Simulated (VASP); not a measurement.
Data:

```xyz
16
Lattice="6.3510 0.0000 0.0000 0.0000 6.3510 0.0000 0.0000 0.0000 6.5243" Properties=species:S:1:pos:R:3 pbc="T T T"
Pd     0.0000     3.1755     0.0000
Pd     3.1755     0.0000     3.2621
Pd     0.0000     0.0000     1.6311
Pd     0.0000     0.0000     4.8932
Pd     2.9930     1.6399     0.0000
Pd     3.3580     4.7111     0.0000
Pd     4.7111     2.9930     3.2621
Pd     1.6399     3.3580     3.2621
S      1.2353     1.9478     1.4885
S      5.1157     4.4032     1.4885
S      4.4032     1.2353     4.7506
S      1.9478     5.1157     4.7506
S      5.1157     4.4032     5.0358
S      1.2353     1.9478     5.0358
S      1.9478     5.1157     1.7736
S      4.4032     1.2353     1.7736
```

These are LDA (Ceperley-Alder, Perdew-Zunger), VASP's LDA PAW potentials (set 64) (plane waves; VASP 6.6.1) values and carry that method's errors. Settings: LREAL = Auto, 400 eV cut-off, 4×4×4 Γ-centred mesh, tetrahedra with Blöchl corrections, potentials Pd S.

**Question.** Estimate the energy per atom (σ→0), band gap (on the k-mesh) with the smallest direct gap where there is one.

**Answer.** 
| Item | Value |
|---|---|
| band gap (on the k-mesh) | 0.03 eV |
| smallest direct gap (on the k-mesh) | 0.19 eV |
| energy per atom (σ→0) | -6.039 eV/atom |

The absolute energy has meaning only against runs of the same code, potentials and settings.

The compound is PdS in the sg84 structure. It was relaxed first.
